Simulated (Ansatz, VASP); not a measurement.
# Cross-check of TiSiB (TiSiB in the AlB2 type) between VASP and Ansatz, part 2 of 2

One calculation is typed for both programs; each brings its own data sets. How far apart do they land? The cell is generated by rule, not measured, and may not be a known phase. The cell is taken from a series of runs on this material, whose earlier steps may have relaxed, scaled, displaced or heated it; both programs get it as it stands.

VASP 6.6.1 and Ansatz 0.2.0.

So far: Set-up; VASP: zone-centre phonons, PBE.

### Step 3. Ansatz: zone-centre phonons, PBE

Level of this step: Ansatz beside VASP: Kohn-Sham DFT, plane waves, PBE (Ansatz).

Ansatz runs on its PAW soft_1 files.

The same cell, functional, mesh and smearing now go to Ansatz, which takes its cutoff from its data sets.

Contents of input.yaml:

```yaml
crystal:
  lattice:
    - [3.4416589762, 2.7131e-06, 0.0]
    - [-1.7208318377, 2.980562748, 0.0]
    - [0.0, 0.0, 3.3822744199]
  atoms:
    - { symbol: Ti, position: [0.0, 0.0, 0.0] }
    - { symbol: B, position: [0.3333333333, 0.6666666667, 0.5] }
    - { symbol: Si, position: [0.6666666667, 0.3333333333, 0.5] }
kpoints:
  mp_grid: { grid: [6, 6, 6] }
hamiltonian:
  xc: pbe
  pseudopotentials: { kind: paw, azcp: { folder: soft_1 } }
scf:
  occupations: { method: methfessel_paxton, width: 0.2 }
output:
  eigenvalues: true
phonons:
  method: dfpt
  qmesh: [2, 2, 2]
  temperatures: { t_max: 1000, t_step: 50 }
  qpath:
    path:
      - [[0.0, 0.0, 0.0], [0.5, 0.0, 0.0], [0.33333333, 0.33333333, 0.0], [0.0, 0.0, 0.0], [0.0, 0.0, 0.5], [0.5, 0.0, 0.5], [0.33333333, 0.33333333, 0.5], [0.0, 0.0, 0.5]]
      - [[0.5, 0.0, 0.5], [0.5, 0.0, 0.0]]
      - [[0.33333333, 0.33333333, 0.5], [0.33333333, 0.33333333, 0.0]]
    npoints: 10
  electrical_resistivity:
    mesh: [8, 8, 8]
    temperatures: [20.0, 50.0, 77.0, 100.0, 150.0, 200.0, 300.0, 400.0, 600.0, 800.0]
  superconductivity: { mesh: [8, 8, 8], eliashberg_equations: false }
  electron_occupations: "off"
```

Started as:

```console
$ ansatz run input.yaml --threads 4 --pin off --max-ram 12288MiB --backend cpu --events-out ev --progress --plain --runs-dir out
```

Numbers of over 12 decimals in the logs are rounded to 6 here.

Output:

```text
Engine: ansatz 0.2.0, aarch64-unknown-linux-gnu
Pseudopotentials: kind: paw
Pseudopotential: Ti, paw, valence charge 12, recommended cutoff 420 eV (normal), soft_1/Ti.paw.azcp
Pseudopotential: B, paw, valence charge 3, recommended cutoff 420 eV (normal), soft_1/B.paw.azcp
Pseudopotential: Si, paw, valence charge 4, recommended cutoff 420 eV (normal), soft_1/Si.paw.azcp
Functional definition: PBE
  parameter kappa = 0.804
  parameter beta = 0.066725
  exchange = pbe_x(kappa = kappa, mu = beta*pi^2/3)
  correlation = pbe_c(beta = beta)
Crystal: 3 atoms, lattice volume = 34.696 Å³
Basis set: ecut = 420 eV, 671 PW (Γ), exchange–correlation on 48×48×48 points (8 copies of the dense FFT grid, shifted against one another)
Bands: 14, of which v1, the nominal top of the filled ones, is band 10 counted from 1 (9 counted from 0)
Symmetry: 12 space group operations
k-points: 28 of 216 (time reversal used)
Non-local potential: Ti, projectors of the file, l = 0: 3, l = 1: 2, l = 2: 3, l = 3: 1
Non-local potential: B, projectors of the file, l = 0: 2, l = 1: 2, l = 2: 1
Non-local potential: Si, projectors of the file, l = 0: 2, l = 1: 2, l = 2: 1
PAW form: soft (Blöchl's): semilocal exchange-correlation on the pseudo side does not see the compensation charge
PAW one-centre angular grid: Ti, 590 points (default); XC on 64 Gauss nodes
PAW one-centre angular grid: B, 110 points (default); XC on 64 Gauss nodes
PAW one-centre angular grid: Si, 110 points (default); XC on 64 Gauss nodes
Initial density: superposition of atomic densities (chi_scale 0.1, normalization cell, long waves kept (reshape's long-wave potential 0.00 eV rms))
Initial wavefunctions: pseudopotential atomic-orbital guess
Functional: x = pbe(κ = 0.804, μ = 0.219515), c = pbe(β = 0.066725)
SCF iter   1: F=—  HF=-3293.093386 eV  |F-HF|=—  |Δ(HF+E_count)|=         —  Δρ=6.44e-2  dr2=2.22e0  ethr=3.10e-3  ⟨swp⟩=5.2  Hψ=2164  notcnv=0
preconditioner: auto → none  [metal: Δε(μ)=0.055 eV  Ē_g=8.009 eV  σ=0.200 eV  W_gap=0.23  n_scr=8 (ndim 8)  ℏωp=20.9 eV  f_vac=0.000  D(μ)=2.11/eV (n_scr^D=20)  sad-step TF]
SCF iter   2: F=—  HF=-3292.819810 eV  |F-HF|=—  |Δ(HF+E_count)|=   2.74e-1  S|Δr|=    0.00e0  Δρ=4.38e-2  dr2=1.07e0  ethr=3.10e-3  ⟨swp⟩=1.7  Hψ=640  notcnv=0
SCF iter   3: F=—  HF=-3292.591036 eV  |F-HF|=—  |Δ(HF+E_count)|=   2.29e-1  S|Δr|=    0.00e0  Δρ=4.48e-3  dr2=5.83e-3  ethr=3.10e-3  ⟨swp⟩=2.1  Hψ=652  notcnv=0
SCF iter   4: F=—  HF=-3292.589344 eV  |F-HF|=—  |Δ(HF+E_count)|=   1.69e-3  S|Δr|=    0.00e0  Δρ=1.16e-3  dr2=4.92e-4  ethr=3.07e-5  ⟨swp⟩=2.4  Hψ=806  notcnv=0  defer=3
SCF iter   5: F=—  HF=-3292.589265 eV  |F-HF|=—  |Δ(HF+E_count)|=   7.86e-5  S|Δr|=    0.00e0  Δρ=4.59e-4  dr2=7.30e-5  ethr=2.59e-6  ⟨swp⟩=2.4  Hψ=507  notcnv=0  defer=3
SCF iter   6: F=—  HF=-3292.589247 eV  |F-HF|=—  |Δ(HF+E_count)|=   1.81e-5  S|Δr|=    0.00e0  Δρ=1.08e-4  dr2=4.33e-6  ethr=3.84e-7  ⟨swp⟩=2.0  Hψ=525  notcnv=0  defer=3
SCF iter   7: F=—  HF=-3292.589245 eV  |F-HF|=—  |Δ(HF+E_count)|=   1.91e-6  S|Δr|=    0.00e0  Δρ=1.74e-5  dr2=1.19e-7  ethr=2.28e-8  ⟨swp⟩=2.0  Hψ=541  notcnv=0  defer=3
SCF iter   8: F=—  HF=-3292.589244 eV  |F-HF|=—  |Δ(HF+E_count)|=   1.66e-6  S|Δr|=    0.00e0  Δρ=1.53e-6  dr2=4.31e-10  ethr=6.28e-10  ⟨swp⟩=2.1  Hψ=571  notcnv=0  defer=3
SCF iter   9: F=-3292.589244 eV  HF=-3292.589244 eV  |F-HF|=0.00e0  |Δ(HF+E_count)|=  1.77e-10  S|Δr|=    0.00e0  Δρ=2.03e-7  dr2=6.42e-12  ethr=1.00e-12  ⟨swp⟩=4.8  Hψ=1931  notcnv=0
SCF 1 converged in 9 iterations: F = -3292.589244 eV  dr2 = 6.42e-12
  greatest PAW one-centre occupation: 0.999 electrons in one spin orbital (limit 2), on the Ti atom at site 0 (counted from 0), in its partial waves of l = 0
phonons: the bands overlap, so this run is a metal and interpolates without the dipole-dipole term. If the crystal is really an insulator or semiconductor, its LO-TO splitting is missing
NSCF: frozen V_eff on 28 k-points
NSCF: frozen V_eff on 80 k-points
DFPT response loops at q = (0, 0, 0) (fractional): preconditioner auto → Kerker (q_TF=auto, 2.468 Å⁻¹) (partly filled bands, converged f_vac=0.000); β = 1.00, the filter's whole step (`scf.mixing.beta` (0.50) is not read by the response loops under this deck's `scf.mixing.preconditioner`; to damp them name `kerker` or `kerker_dos`, under which they read `scf.mixing.beta`, and type it under 1.00, their step now; both keys bind the ground state too); Broyden in place of MSR1
NSCF: frozen V_eff on 160 k-points
DFPT response loops at q = (0, 0, -0.5) (fractional): mixed as the last ones told, above
NSCF: frozen V_eff on 160 k-points
DFPT response loops at q = (0, -0.5, 0) (fractional): mixed as the last ones told, above
NSCF: frozen V_eff on 160 k-points
DFPT response loops at q = (0, -0.5, -0.5) (fractional): mixed as the last ones told, above
[...]
k-point 0: bands = [... 6 lower, 10.2590, 11.4914, 11.4934, 14.7644, 14.7644, 15.5023, 15.5023, 15.9821]
  k-point 1: bands = [... 6 lower, 10.5005, 10.5005, 13.2489, 13.6766, 13.6766, 15.6838, 15.6838, 16.2758]
  k-point 2: bands = [... 6 lower, 11.1281, 11.1281, 12.7904, 12.7904, 14.5178, 14.5178, 14.6393, 17.0663]
  k-point 27: bands = [... 6 lower, 7.7052, 9.7560, 10.1329, 15.5613, 15.9634, 16.2391, 16.3665, 16.6457]
--- Phonons (Γ-DFPT): 6 representative perturbations + reference (Σ response iterations 24) ---
[...]
scattering by harmonic phonons alone, with no dipole-dipole term; scattering by other electrons, impurities, surfaces and spin disorder is left out, and so is spin–orbit coupling
  the resistivity is that of a variational response, whose dependence on the energy is improved iteratively
  at the Fermi level of each mesh (of a tensor a third of its trace):
           mesh   spin    states/(eV spin)  plasma energy (eV)         λ      λ_tr    ħω_log (meV)
          8×8×8                     0.7887              5.3663    1.1207    1.0846          19.699
          4×4×4                     0.9250              4.8968    1.3342    1.2382          19.282
  resistivity on the deck's mesh, µΩ·cm:
     T (K)       trace/3  mesh converged            xx            yy            zz    lowest order   relaxation time
     20.00     3.0633e-2              no     3.7840e-2     3.7839e-2     1.6219e-2       6.0228e-2         3.9520e-2
     50.00      1.6299e0              no      1.9632e0      1.9632e0     9.6324e-1        2.2155e0          1.7272e0
     77.00      5.2160e0              no      6.2717e0      6.2717e0      3.1045e0        6.1631e0          5.3719e0
    100.00      8.9705e0              no      1.0754e1      1.0754e1      5.4038e0        1.0059e1          9.1530e0
    150.00      1.7676e1              no      2.1076e1      2.1076e1      1.0874e1        1.8974e1          1.7910e1
    200.00      2.6405e1              no      3.1392e1      3.1392e1      1.6432e1        2.7983e1          2.6703e1
    300.00      4.3565e1              no      5.1613e1      5.1613e1      2.7471e1        4.5991e1          4.4018e1
    400.00      6.0372e1              no      7.1321e1      7.1322e1      3.8473e1        6.3923e1          6.1001e1
    600.00      9.2809e1              no      1.0901e2      1.0901e2      6.0402e1        9.9279e1          9.3821e1
    800.00      1.2347e2              no      1.4416e2      1.4416e2      8.2091e1        1.3375e2          1.2490e2
  mean free path at 20 K (of a tensor a third of its trace): 4570 nm by what each carries, 3270 by the Fermi surface alone
  Hall coefficient in a weak field at 20 K (a third of the trace): -1.523e-10 m³/C (how far it moves between the two finest meshes is not known); by each state's relaxation time: -1.808e-10 m³/C; by a constant relaxation time: -1.388e-10 m³/C
  mean free path at 50 K (of a tensor a third of its trace): 75.9 nm by what each carries, 59.8 by the Fermi surface alone
  Hall coefficient in a weak field at 50 K (a third of the trace): -1.274e-10 m³/C (how far it moves between the two finest meshes is not known); by each state's relaxation time: -1.265e-10 m³/C; by a constant relaxation time: -1.384e-10 m³/C
  mean free path at 77 K (of a tensor a third of its trace): 22.6 nm by what each carries, 18.7 by the Fermi surface alone
  Hall coefficient in a weak field at 77 K (a third of the trace): -1.198e-10 m³/C (how far it moves between the two finest meshes is not known); by each state's relaxation time: -1.172e-10 m³/C; by a constant relaxation time: -1.380e-10 m³/C
  mean free path at 100 K (of a tensor a third of its trace): 12.8 nm by what each carries, 10.8 by the Fermi surface alone
  Hall coefficient in a weak field at 100 K (a third of the trace): -1.153e-10 m³/C (how far it moves between the two finest meshes is not known); by each state's relaxation time: -1.127e-10 m³/C; by a constant relaxation time: -1.376e-10 m³/C
  mean free path at 150 K (of a tensor a third of its trace): 6.22 nm by what each carries, 5.47 by the Fermi surface alone
  Hall coefficient in a weak field at 150 K (a third of the trace): -1.104e-10 m³/C (how far it moves between the two finest meshes is not known); by each state's relaxation time: -1.081e-10 m³/C; by a constant relaxation time: -1.369e-10 m³/C
  mean free path at 200 K (of a tensor a third of its trace): 4.10 nm by what each carries, 3.66 by the Fermi surface alone
  Hall coefficient in a weak field at 200 K (a third of the trace): -1.085e-10 m³/C (how far it moves between the two finest meshes is not known); by each state's relaxation time: -1.064e-10 m³/C; by a constant relaxation time: -1.361e-10 m³/C
  mean free path at 300 K (of a tensor a third of its trace): 2.45 nm by what each carries, 2.21 by the Fermi surface alone
  Hall coefficient in a weak field at 300 K (a third of the trace): -1.077e-10 m³/C (how far it moves between the two finest meshes is not known); by each state's relaxation time: -1.057e-10 m³/C; by a constant relaxation time: -1.345e-10 m³/C
  mean free path at 400 K (of a tensor a third of its trace): 1.76 nm by what each carries, 1.59 by the Fermi surface alone
  Hall coefficient in a weak field at 400 K (a third of the trace): -1.086e-10 m³/C (how far it moves between the two finest meshes is not known); by each state's relaxation time: -1.066e-10 m³/C; by a constant relaxation time: -1.328e-10 m³/C
  mean free path at 600 K (of a tensor a third of its trace): 1.15 nm by what each carries, 1.03 by the Fermi surface alone
  Hall coefficient in a weak field at 600 K (a third of the trace): -1.137e-10 m³/C (how far it moves between the two finest meshes is not known); by each state's relaxation time: -1.114e-10 m³/C; by a constant relaxation time: -1.309e-10 m³/C
  mean free path at 800 K (of a tensor a third of its trace): 0.867 nm by what each carries, 0.774 by the Fermi surface alone
  Hall coefficient in a weak field at 800 K (a third of the trace): -1.230e-10 m³/C (how far it moves between the two finest meshes is not known); by each state's relaxation time: -1.202e-10 m³/C; by a constant relaxation time: -1.310e-10 m³/C
  the resistivity times a path that all electrons share, by the Fermi surface of the deck's mesh alone (a third of the trace): 9.551e-16 Ω·m²
  not converged in the mesh (λ; λ_tr; the resistivity at 20 K by 55.86 %; the resistivity at 50 K by 62.09 %; the resistivity at 77 K by 68.48 %; the resistivity at 100 K by 71.28 %; the resistivity at 150 K by 73.74 %; the resistivity at 200 K by 76.34 %; the resistivity at 300 K by 82.77 %; the resistivity at 400 K by 87.37 %; the resistivity at 600 K by 91.20 %; the resistivity at 800 K by 90.92 %): between neighb [...]
  vibrations of 8 cells: unjudged by the run; compare a larger repeat
  the changes of the potential over all sites missed a rigid shift's by 0.00 % (the site terms' by 0.05 %)
  between the force constants' wavevectors the phonons are obtained by Fourier interpolation alone: phonons.electron_occupations is off
[the section on superconductivity is kept apart]
```

### Step 4. Differences

Known differences besides the potentials themselves: VASP's run holds the zone centre alone; the cutoff is 420 eV in Ansatz and 500 eV in VASP. Total energies have different zeros and are not compared.

Both answers:

```csv
quantity,Ansatz,VASP,difference
optical mode 1 (cm⁻¹),217.1,219.1,-0.95 %
optical mode 2 to 3 (cm⁻¹),279.1,279.8,-0.26 %
optical mode 4 (cm⁻¹),340.4,341.5,-0.32 %
optical mode 5 to 6 (cm⁻¹),729.6,729.7,-0.01 %
```

Modes are paired by rising frequency, not by their patterns, so a pair may set unlike modes beside each other; they are those without the splitting of longitudinal modes.

### Step 5. Ansatz: single point, PBE

A single point gives forces, pressure and levels at one fixed geometry, so differences don't come from the geometry; what else differs is listed under the comparison. The cell compared in this pair holds 44.65 Å³, against 34.70 Å³ for the pair before.

The cell is taken from a series of runs on this material, whose earlier steps may have relaxed, scaled, displaced or heated it; both programs get it as it stands.

input.yaml, the sections that differ from step 3:

```yaml
crystal:
  lattice:
    - [3.66193, 0.0, 0.0]
    - [-1.83097, 3.17132, 0.0]
    - [0.0, 0.0, 3.84503]
  atoms:
    - { symbol: Ti, position: [0.0, 0.0, 0.0] }
    - { symbol: B, position: [0.33333333, 0.66666667, 0.5] }
    - { symbol: Si, position: [0.66666667, 0.33333333, 0.5] }
scf:
  occupations: { method: gaussian, width: 0.1 }
output:
  forces: true
  stress: true
  eigenvalues: true
# kpoints, hamiltonian: as in step 3
# phonons: removed
```

Output:

```text
[...]
Crystal: 3 atoms, lattice volume = 44.653 Å³
Basis set: ecut = 420 eV, 877 PW (Γ), exchange–correlation on 50×50×54 points (8 copies of the dense FFT grid, shifted against one another)
Bands: 14, of which v1, the nominal top of the filled ones, is band 10 counted from 1 (9 counted from 0)
Symmetry: 12 space group operations
[...]
k-points: 28 of 216 (time reversal used)
[...]
--- Band table (eV; the first three rows and the last of 28) ---
  k-point 0: bands = [... 6 lower, 7.6286, 7.6286, 8.5342, 10.8868, 10.8868, 11.5784, 11.5784, 11.7029]
  k-point 1: bands = [... 6 lower, 7.7960, 7.7960, 9.6381, 10.3224, 10.3224, 11.4341, 11.4341, 11.9196]
  k-point 2: bands = [... 6 lower, 8.2297, 8.2297, 9.7378, 9.7378, 10.5525, 10.7069, 10.7069, 12.4482]
  k-point 27: bands = [... 6 lower, 4.8583, 7.0008, 7.4355, 11.3224, 11.6008, 11.9392, 12.0090, 12.1202]
[key lines of the parts left out:]
SCF converged after 7 iterations
Free energy (F): -3291.641143 eV
Fermi energy:    10.404413 eV
P = ⅓ Tr σ = -24.8494 GPa (-248.494 kbar)
```

The run ends at a pressure of -24.85 GPa.

### Step 6. VASP: single point, PBE

The same cell, functional, mesh and smearing now go to VASP, with its own data sets.

Contents of INCAR:

```
SYSTEM = TiSiB
PREC = Accurate
ENCUT = 500
EDIFF = 1E-06
NELM = 120
ISMEAR = 0
SIGMA = 0.1
LREAL = .FALSE.
ALGO = Normal
GGA = PE
NBANDS = 15
LASPH = .TRUE.
LORBIT = 11
LWAVE = .FALSE.
LCHARG = .FALSE.
ISIF = 2
GGA_COMPAT = .FALSE.
```

Contents of POSCAR:

```
TiSiB
1.0
    3.6619300000      0.0000000000      0.0000000000
   -1.8309700000      3.1713200000      0.0000000000
    0.0000000000      0.0000000000      3.8450300000
Ti B Si
1 1 1
Direct
    0.0000000000      0.0000000000      0.0000000000
    0.3333333333      0.6666666667      0.5000000000
    0.6666666667      0.3333333333      0.5000000000
```

Contents of KPOINTS:

```
Automatic mesh
0
Gamma
6 6 6
0 0 0
```

PAW data sets: Ti_sv, B and Si (PBE family, release 64).

Started as:

```console
$ mpirun -np 1 vasp_std
```

Output:

```text
[... set-up lines as in an earlier step ...]
 entering main loop
       N       E                     dE             d eps       ncg     rms          rms(c)
DAV:   1     0.127381839762E+03    0.12738E+03   -0.88844E+03   840   0.123E+03
DAV:   2    -0.144602736435E+02   -0.14184E+03   -0.13794E+03   889   0.335E+02
DAV:   3    -0.243050491458E+02   -0.98448E+01   -0.93991E+01  1426   0.802E+01
DAV:   4    -0.245350456680E+02   -0.23000E+00   -0.22975E+00   989   0.115E+01
[...]
DAV:  12    -0.202131447121E+02   -0.98168E-05   -0.54747E-05   945   0.637E-02    0.307E-02
DAV:  13    -0.202131265115E+02    0.18201E-04   -0.90918E-05  1226   0.684E-02    0.306E-03
DAV:  14    -0.202131265248E+02   -0.13367E-07   -0.15980E-06   748   0.925E-03
   1 F= -.20213127E+02 E0= -.20202675E+02  d E =-.209021E-01
```

OUTCAR, selected parts (step 6):

```text
  Total       -7.1940872     -7.1940672     -6.4053293      0.0000113     -0.0000000      0.0000000
  in kB     -258.1287895   -258.1280721   -229.8276131      0.0004070     -0.0000000      0.0000000
  external PRESSURE =    -248.6948249 kB  Pullay stress =       0.0000000 kB

 POSITION                                       TOTAL-FORCE (eV/Angst)
 -----------------------------------------------------------------------------------
      0.00000      0.00000      0.00000        -0.000000      0.000000      0.000000
     -0.00000      2.11421      1.92251         0.000000     -0.000000      0.000000
      1.83096      1.05711      1.92251        -0.000000     -0.000000      0.000000
 -----------------------------------------------------------------------------------
    total drift:                                0.000007     -0.000006     -0.000000

  FREE ENERGIE OF THE ION-ELECTRON SYSTEM (eV)
  ---------------------------------------------------
  free  energy   TOTEN  =       -20.2131265248 eV

  energy  without entropy=      -20.1922244068  energy(sigma->0) =      -20.20267547

[... 1 part as in an earlier step ...]

[... 2 further parts left out ...]
[key lines of the parts left out:]
E-fermi :   7.8170
```

The run ends at a pressure of -24.87 GPa.

### Step 7. Side by side

The two programs side by side:

```csv
quantity,Ansatz,VASP,difference
pressure (GPa),-24.85,-24.87,+0.02
```

### Step 8. What came out

```json
{
  "r.m.s. difference of the optical zone-centre modes, each program's sorted by frequency (zone-centre phonons, PBE)": "1.0 cm⁻¹",
  "difference in optical mode 1 (zone-centre phonons, PBE)": "-0.9 %",
  "difference in pressure (single point, PBE)": "0.020 GPa"
}
```

In words: The difference in pressure is 0.020 GPa (single point, PBE), within the 1 GPa picked in this series as the mark of a large difference. Among the rows given in per cent, the largest difference of the zone-centre phonons, PBE pair is in optical mode 1, -0.9 %. How closely two codes agree says nothing of how well the functional describes the real material.

[Lines on the potential files, build, host, timing and source positions are cut from VASP's logs without a mark.]

[Logs are printed without paths, hosts, clocks, repeated set-up lines and the standing remarks that a program may print on its own settings, such as how far it seeks lower states.]

[Hosts, paths, dates, database ids (printed as entryN), source tags and the programs' standing remarks are cut or masked in the printed files.]
